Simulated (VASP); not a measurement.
Output of a VASP run:

**OSZICAR**
```
       N       E                     dE             d eps       ncg     rms          rms(c)
DAV:   1     0.205388025835E+03    0.20539E+03   -0.20950E+04  1080   0.101E+03
DAV:   2    -0.716585613634E+01   -0.21255E+03   -0.20955E+03  1125   0.256E+02
DAV:   3    -0.116749729449E+02   -0.45091E+01   -0.44864E+01  1125   0.331E+01
DAV:   4    -0.117026407096E+02   -0.27668E-01   -0.27653E-01  1097   0.283E+00
DAV:   5    -0.117030596406E+02   -0.41893E-03   -0.41893E-03  1139   0.332E-01    0.429E+00
DAV:   6    -0.116027801399E+02    0.10028E+00   -0.19305E-01  1041   0.278E+00    0.301E+00
DAV:   7    -0.115840494283E+02    0.18731E-01   -0.10762E-01  1027   0.200E+00    0.724E-01
DAV:   8    -0.115810868591E+02    0.29626E-02   -0.13975E-02  1034   0.755E-01    0.429E-02
DAV:   9    -0.115810957807E+02   -0.89216E-05   -0.69232E-05  1174   0.584E-02    0.134E-02
DAV:  10    -0.115810960105E+02   -0.22980E-06   -0.64825E-06  1090   0.223E-02
   1 F= -.11581096E+02 E0= -.11576873E+02  d E =-.844567E-02
```

File OUTCAR:
```
------------------------ aborting loop because EDIFF is reached ----------------------------------------
  FORCE on cell =-STRESS in cart. coord.  units (eV):
  Direction    XX          YY          ZZ          XY          YZ          ZX
  --------------------------------------------------------------------------------------
  Total       -1.9339878     -1.9339878     -2.6474958      0.0000003     -0.0000000      0.0000000
  in kB      -26.5162655    -26.5162646    -36.2989370      0.0000044     -0.0000000      0.0000000
  external PRESSURE =     -29.7771557 kB  Pullay stress =       0.0000000 kB
  volume of cell :      116.86
      direct lattice vectors                 reciprocal lattice vectors
     3.476711000  0.000000000  0.000000000     0.287628164  0.166062248  0.000000000
    -1.738356000  3.010920000  0.000000000     0.000000000  0.332124401  0.000000000
     0.000000000  0.000000000 11.163083000     0.000000000  0.000000000  0.089580988
 POSITION                                       TOTAL-FORCE (eV/Angst)
 -----------------------------------------------------------------------------------
      0.00000      0.00000      0.00000        -0.000000      0.000000     -0.000000
      0.00000      0.00000      5.58154        -0.000000      0.000000     -0.000000
     -0.00000      2.00728      2.79077         0.000000     -0.000000     -0.000000
      1.73836      1.00364      8.37231        -0.000000      0.000000      0.000000
 -----------------------------------------------------------------------------------
    total drift:                                0.000000     -0.000000      0.000000
  FREE ENERGIE OF THE ION-ELECTRON SYSTEM (eV)
  ---------------------------------------------------
  free  energy   TOTEN  =       -11.5810960105 eV

  energy  without entropy=      -11.5726503373  energy(sigma->0) =      -11.57687317
```
(Selected blocks of OUTCAR.)

### POSCAR
```
Tl
1
    3.4767110000     0.0000000000     0.0000000000
   -1.7383560000     3.0109200000     0.0000000000
    0.0000000000     0.0000000000    11.1630830000
Tl
4
Direct
  0.0000000000   0.0000000000   0.0000000000
  0.0000000000   0.0000000000   0.5000000000
  0.3333330000   0.6666670000   0.2500000000
  0.6666670000   0.3333330000   0.7500000000
```

### Question
Reconstruct the remaining input files.

### Answer
Several could match; the one computed here: the input of the run itself, LDA (Ceperley-Alder, Perdew-Zunger), plane waves, VASP's LDA PAW potentials (set 64).

**INCAR**
```
# general
SYSTEM =Tl
PREC   =Accurate
ENCUT  =300
LREAL  =F
LASPH  =T

# electronic loop
EDIFF  =1E-6
NELM   =100
ALGO   =Normal
LMAXMIX=4

# smearing
ISMEAR =0
SIGMA  =0.05

# ions
ISIF   =2

# output
LWAVE  =F
LCHARG =F
```

File KPOINTS:
```
Regular mesh
0
Gamma
  7 7 2
0 0 0
```

POTCAR, in this order: Tl_d (LDA.64 set). Program: vasp_std.

At this cut-off the stress carries a Pulay error, which pulls relaxed volumes low.

The structure comes from a computed database's Tl entry; how it stands against other phases isn't given here. The cell was not relaxed at this level. The run is one of a series of settings (GGA removed, POTCAR Tl_d (LDA.64 set) against the base run), some of them coarse on purpose.
